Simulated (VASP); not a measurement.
OSZICAR of a VASP run on NaI (space group Fm-3m):

OSZICAR:
```
       N       E                     dE             d eps       ncg     rms          rms(c)
DAV:   1     0.569434854387E+02    0.56943E+02   -0.51398E+03   360   0.758E+02
DAV:   2    -0.126623860615E+01   -0.58210E+02   -0.54762E+02   397   0.188E+02
DAV:   3    -0.535820833874E+01   -0.40920E+01   -0.40764E+01   435   0.547E+01
DAV:   4    -0.545167616386E+01   -0.93468E-01   -0.93448E-01   431   0.886E+00
DAV:   5    -0.545352604166E+01   -0.18499E-02   -0.18499E-02   423   0.111E+00    0.161E+00
DAV:   6    -0.539229659253E+01    0.61229E-01   -0.86365E-02   400   0.188E+00    0.113E+00
DAV:   7    -0.538351232790E+01    0.87843E-02   -0.72136E-02   412   0.161E+00    0.597E-01
DAV:   8    -0.538555245710E+01   -0.20401E-02   -0.49137E-03   364   0.663E-01    0.139E-01
DAV:   9    -0.538552865780E+01    0.23799E-04   -0.11610E-04   400   0.116E-01    0.380E-02
DAV:  10    -0.538554783775E+01   -0.19180E-04   -0.36247E-05   400   0.707E-02    0.575E-03
DAV:  11    -0.538554887115E+01   -0.10334E-05   -0.34723E-06   373   0.201E-02    0.209E-03
DAV:  12    -0.538554925200E+01   -0.38085E-06   -0.43866E-07   317   0.617E-03
   1 F= -.53855493E+01 E0= -.53855493E+01  d E =-.121877E-29
```

Question: Which electronic solver shows in the log?

Answer: It is blocked Davidson (ALGO = Normal, or the opening steps of other solvers). The INCAR had ALGO = Normal.

Question: Can the final energy be trusted as converged?

Answer: Self-consistency was reached. It stopped with EDIFF = 1E-6, NELM = 100 (PBE GGA, plane waves, VASP's PBE PAW potentials (set 64)).

The structure comes from a computed database's NaI entry; how it stands against other phases isn't given here. The cell was not relaxed at this level.
